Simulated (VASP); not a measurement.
Output of a VASP run:

**OSZICAR**
```
       N       E                     dE             d eps       ncg     rms          rms(c)
DAV:   1     0.806608188366E+01    0.80661E+01   -0.33678E+03   560   0.761E+02
DAV:   2    -0.112427768704E+02   -0.19309E+02   -0.18363E+02   840   0.859E+01
DAV:   3    -0.115083047449E+02   -0.26553E+00   -0.26553E+00   736   0.125E+01
DAV:   4    -0.115091625592E+02   -0.85781E-03   -0.85781E-03   888   0.776E-01
DAV:   5    -0.115091629932E+02   -0.43397E-06   -0.43330E-06   760   0.159E-02    0.604E+00
DAV:   6    -0.112741249013E+02    0.23504E+00   -0.16906E-01   648   0.214E+00    0.367E+00
DAV:   7    -0.111770532362E+02    0.97072E-01   -0.26567E-01   704   0.276E+00    0.374E-01
DAV:   8    -0.111772783539E+02   -0.22512E-03   -0.65801E-03   616   0.633E-01    0.868E-02
DAV:   9    -0.111773123870E+02   -0.34033E-04   -0.11232E-04   920   0.878E-02    0.625E-02
DAV:  10    -0.111773192162E+02   -0.68292E-05   -0.19340E-05   600   0.292E-02    0.210E-02
DAV:  11    -0.111773189708E+02    0.24535E-06   -0.32943E-07   576   0.472E-03
   1 F= -.68825693E+01 E0= -.68825483E+01  d E =-.688257E+01
```

OUTCAR:
```
------------------------ aborting loop because EDIFF is reached ----------------------------------------
  FORCE on cell =-STRESS in cart. coord.  units (eV):
  Direction    XX          YY          ZZ          XY          YZ          ZX
  --------------------------------------------------------------------------------------
  Total        4.2889190      4.2889190      4.2889190      0.0000000      0.0000000      0.0000000
  in kB      199.7284746    199.7284746    199.7284746      0.0000000      0.0000000      0.0000000
  external PRESSURE =      -0.2715254 kB  Pullay stress =     200.0000000 kB
  volume of cell :       34.40
      direct lattice vectors                 reciprocal lattice vectors
     0.000000000  2.581444633  2.581444633    -0.193689996  0.193689996  0.193689996
     2.581444633  0.000000000  2.581444633     0.193689996 -0.193689996  0.193689996
     2.581444633  2.581444633  0.000000000     0.193689996  0.193689996 -0.193689996
 POSITION                                       TOTAL-FORCE (eV/Angst)
 -----------------------------------------------------------------------------------
      0.00000      0.00000      0.00000        -0.000000     -0.000000     -0.000000
      1.29072      1.29072      1.29072         0.000000      0.000000      0.000000
 -----------------------------------------------------------------------------------
    total drift:                                0.000000      0.000000     -0.000000
  FREE ENERGIE OF THE ION-ELECTRON SYSTEM (eV)
  ---------------------------------------------------
  free  energy   TOTEN  =       -11.1773189708 eV

  energy  without entropy=      -11.1772769606  energy(sigma->0) =      -11.17729797
  enthalpy is  TOTEN    =        -6.8825693190 eV   P V=        4.2947496518

 reached required accuracy - stopping structural energy minimisation
```
(Selected blocks of OUTCAR.)

POSCAR:
```
Si
1
    0.0000000000     2.5814446332     2.5814446332
    2.5814446332     0.0000000000     2.5814446332
    2.5814446332     2.5814446332     0.0000000000
Si
2
Direct
  0.0000000000   1.0000000000   0.0000000000
  0.2500000000   0.2500000000   0.2500000000
```

Q: Write an INCAR and KPOINTS that could have produced this output.

A: This is not unique; one that fits is the input of the run itself, PBEsol GGA, plane waves, VASP's PBE PAW potentials (set 64).

**KPOINTS**
```
Automatic mesh
0
Gamma
9 9 9
0 0 0
```

**INCAR**
```
# general
SYSTEM   =  Si
PREC     =  Accurate
ENCUT    =  500
LREAL    =  .FALSE.
LASPH    =  .TRUE.

# electronic loop
EDIFF    =  1E-6
NELM     =  100
ALGO     =  Normal

# smearing
ISMEAR   =  0
SIGMA    =  0.05

# functional
GGA      =  PS

# ions
IBRION   =  2
NSW      =  40
ISIF     =  3
EDIFFG   =  -0.02
PSTRESS  =  200

# output
LWAVE    =  .FALSE.
LCHARG   =  .FALSE.
```

POTCAR, in this order: Si (PBE.64 set). Program: vasp_std.

The compound is Si in the diamond structure. It was relaxed first under an external pressure of 20 GPa.
